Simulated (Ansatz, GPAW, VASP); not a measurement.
One structure in several programs: Ga₂HgTe₄ (I-4, 7 atoms in the cell)

Self-consistent single point.

```
CELL_PARAMETERS angstrom
     -3.10161     3.10161     5.95895
      3.10161    -3.10161     5.95895
      3.10161     3.10161    -5.95895
ATOMIC_POSITIONS crystal
  Ga 0.50000 0.50000 0.00000
  Ga 0.25000 0.75000 0.50000
  Hg 0.00000 0.00000 0.00000
  Te 0.60794 0.13692 0.02048
  Te 0.86308 0.88356 0.47102
  Te 0.11644 0.58746 0.97952
  Te 0.41254 0.39206 0.52898
```

All programs got the same cell, k-point mesh and kind of occupations (in Ansatz's words: kpoints.mp_grid.grid = 3 3 3; scf.occupations.method = fermi_dirac; scf.occupations.width = 0.01 eV); potentials, basis and cutoffs are each program's usual ones.

```csv
code,model,pressure (GPa),largest force (eV/Å),gap on the mesh (eV),cutoff
GPAW,"PBEsol, GPAW PAW datasets PBEsol (made by gpaw-setup)",-0.98,0.086,0.718,600 eV
VASP,"PBEsol, VASP's PBE PAW potentials (set 64)",-0.97,0.088,0.663,300 eV
Ansatz,"PBEsol, default PAW files made with PBE",-1.00,0.081,0.683,default
```

Gaps are read on the mesh.

The spread over the programs that give each value: pressure within 0.03 GPa; largest force within 0.007 eV/Å; gap on the mesh within 0.055 eV.

The starting cell comes from a database of computed structures (which also holds hypothetical and non-ambient phases and stackings), without a prior relaxation at this level. On Ansatz's run: Spin-orbit coupling is off.

Why do the programs differ, and what cannot be compared?

Differences of this kind can come from the potentials, where these differ, and from what each basis and cutoff leave unconverged. The valence holds different numbers of electrons (GPAW 48, VASP 62, Ansatz (a program for electronic structure) 110). The zero of total energies and Fermi levels follows the potentials and each program's conventions, so they are not compared here. Ansatz's pressure is given at a fixed set of plane waves, as the other plane-wave codes print theirs.

VASP's run is marked for a possible Pulay error in its stress at this cutoff; no cutoff test was made.

Left out of this page: Quantum ESPRESSO, CP2K and SIESTA (not drawn, or without a comparable value); ABINIT and FLEUR (stopped by limits of time or memory).

Keys are those of Ansatz 0.2.
